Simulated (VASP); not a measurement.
Set up this calculation in VASP 6.6.1, as the native input.

| Item | Value |
| --- | --- |
| Task | relaxation of cell and atoms |
| Functional | PBE |
| Potentials or basis | VASP PAW PBE potentials, release 64 (Cd, Cu, O) |
| Cutoff | 600 eV |
| k mesh | 3 × 3 × 3 |
| Occupations | gaussian, width 0.15 eV |
| Spin | collinear spin, typed start |
| Starting moments | [0.0, 0.0, 1.0, 0.0, 0.0, 0.0] μB |
| Dipole correction | no |
| Further INCAR settings | ALGO = Normal; EDIFF = 1e-07; IBRION = 2; EDIFFG = -0.08; NSW = 36; ISIF = 3 |

The structure of Cd2CuO3 lies in POSCAR:

```
Cd2CuO3
1.0
    4.6774669700      0.0000000000      0.0000000000
    0.0000000000      4.6774669700      0.0000000000
    0.0000000000      0.0000000000      4.2732460000
Cd Cu O
2 1 3
Direct
    0.0000000000      0.5000000000      0.5000000000
    0.5000000000      0.0000000000      0.5000000000
    0.0000000000      0.0000000000      0.5000000000
    0.5000000000      0.5000000000      0.3422887100
    0.5000000000      0.5000000000      0.6577112900
    0.0000000000      0.0000000000      0.0000000000
```

The cell was built by a generator and needn't be a form met in nature.

The cell isn't the ideal one: random cell by space group and Wyckoff sites (P4/mmm, No. 123).

The input as run:

INCAR

```
ALGO     = Normal         # electronic algorithm
EDIFF    = 1E-7           # SCF threshold, eV
EDIFFG   = -0.08          # ionic threshold
ENCUT    = 600            # plane-wave cutoff, eV
GGA      = PE             # functional
IBRION   = 2              # ionic algorithm
ISIF     = 3              # what is computed and relaxed
ISMEAR   = 0              # smearing method
ISPIN    = 2              # spin polarisation
LASPH    = True           # aspherical terms in the spheres
LCHARG   = False          # write CHGCAR
LMAXMIX  = 4              # l up to which the mixer works
LORBIT   = 11             # projections on sites
LREAL    = False          # projectors in reciprocal space
LWAVE    = False          # write WAVECAR
MAGMOM   = 0 0 1 0 0 0    # initial moments
NELM     = 150            # most SCF steps
NSW      = 36             # ionic steps
PREC     = Accurate       # precision mode
SIGMA    = 0.15           # smearing width, eV
```

KPOINTS

```
k-points
0
Gamma
  3 3 3
```

Potentials or basis: VASP PAW PBE potentials, release 64 (Cd, Cu, O).

Launch:

```bash
$ cat potpaw_PBE.64/Cd/POTCAR potpaw_PBE.64/Cu/POTCAR potpaw_PBE.64/O/POTCAR > POTCAR
$ mpirun -np 1 vasp_std > vasp.out
```

It gave:

```
Relaxed volume                                        : 15.53 Å³/atom
Relaxed cell                                          : a = 5.004 Å, b = 5.004 Å, c = 3.722 Å, α = 90.00°, β = 90.00°, γ = 90.00°
Space group after relaxing (to 0.05 Å)                : P4/mmm (No. 123)
Energy gained by relaxing                             : 330.8 meV/atom
Ionic steps                                           : 13
Pressure after relaxing                               : 0.4 GPa
Largest force after relaxing                          : 0.054 eV/Å
Band gap on the k mesh                                : none (metal or under the smearing width)
Net moment                                            : 0.00 μB per cell
Valence electrons inside the program's atomic spheres : Cd 10.20; Cu 10.11; O 4.80, 4.88
```

Caveat: the k mesh is coarse (spacing up to 0.49 Å⁻¹), so the values aren't converged; semilocal functionals often make such compounds metallic where correlation or magnetic order opens a gap, which also shifts bond lengths; the relaxation stopped at a loose force limit of 0.08 eV/Å, so its end isn't a converged minimum.

Wall time 11 min on 1 thread of Intel(R) Xeon(R) Platinum 8488C (Sapphire Rapids), with other jobs on the host, peak memory 0.3 GiB.
